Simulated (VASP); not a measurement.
```xyz
64
Lattice="11.9995 0.0000 0.0000 0.0000 11.9995 0.0000 0.0000 0.0000 11.9995" Properties=species:S:1:pos:R:3 pbc="T T T"
In     5.9938    11.9983    11.9983
In     8.9974     2.9999    11.9900
In     8.9976    11.9901     2.9975
In     0.0010    11.9969    11.9970
In     2.9955     2.9959    11.9938
In     5.9994     6.0005    11.9860
In     9.0039     9.0025    11.9924
In     2.9968     0.0001     2.9947
In     5.9437     2.9566     2.9490
In     9.0513     6.0608     2.9490
In     5.9996    11.9868     5.9998
In     9.0516     2.9446     6.0437
In     9.0053    11.9982     9.0050
In     0.0010     6.0061    11.9953
In     2.9977     9.0022    11.9978
In     0.0110     3.0007     2.9978
In     2.9858     6.0009     2.9990
In     5.9986     9.0131     2.9992
In     0.0046    11.9937     6.0027
In     2.9864     2.9991     6.0015
In     5.9471     6.0510     6.0526
In     8.9998     9.0122     6.0010
In     2.9981    11.9974     9.0018
In     6.0011     3.0005     9.0107
In     8.9997     5.9976     9.0093
In     0.0031     9.0065     2.9955
In     0.0108     5.9993     6.0010
In     2.9958     9.0021     6.0055
In    11.9989     2.9940     9.0034
In     2.9949     6.0038     9.0039
In     5.9959     9.0049     9.0021
In     0.0020     9.0015     9.0018
P      7.5087     1.5062     1.5033
P     10.4952     4.4892     1.5013
P     10.5030     1.4957     4.4834
P      1.5002     1.4995     1.4982
P      4.4951     4.5147     1.4955
P      7.4853     7.5034     1.4975
P     10.4971    10.4997     1.4975
P      4.5001     1.5026     4.5141
P     10.5029     7.5040     4.5145
P      7.4869     1.4996     7.4970
P     10.4956     4.5096     7.4951
P     10.4982     1.5016    10.5033
P      1.4962     7.5028     1.4982
P      4.4972    10.5025     1.4990
P      1.4990     4.4993     4.5002
P      4.4999     7.4984     4.4862
P      7.5007    10.4999     4.4994
P      1.4972     1.4983     7.5021
P      4.4975     4.4867     7.5018
P      7.5131     7.4993     7.5012
P     10.5003    10.5011     7.5015
P      4.5018     1.4993    10.4975
P      7.5019     4.4989    10.4994
P     10.4991     7.4981    10.4956
P      1.5021    10.5004     4.4992
P      1.4999     7.5005     7.5004
P      4.4980    10.4995     7.4989
P      1.4955     4.4999    10.4987
P      4.4988     7.5016    10.4981
P      7.4993    10.5021    10.4999
P      1.4996    10.4997    10.4995
S      7.4998     4.5058     4.4986
```

Level of theory: HSE06 screened hybrid, VASP's PBE PAW potentials (set 64) (plane waves; VASP). Run with PREC = Normal, LREAL = Auto, ISYM = 0, EDIFF = 1E-5, 400 eV cut-off, 1×1×1 Γ-centred mesh, Gaussian smearing of 0.050 eV, potentials In P S. Starting moments (MAGMOM): 64*0.0156. The cell's moment is fixed (NUPDOWN = 1).

The supercell is sampled at Γ alone, which is coarse: total energies, pressure and levels can be off, energies of defects by several tenths of an eV.

Question: What does the run give for the cell moment, energy per atom (σ→0)?

Answer: 
```yaml
cell_moment: 1.00 μB
energy per atom (σ→0): -4.921 eV/atom
```

The cell is a supercell with a defect, built from InP (zinc blende): S_P. The cell's shape comes from a PBE relaxation.
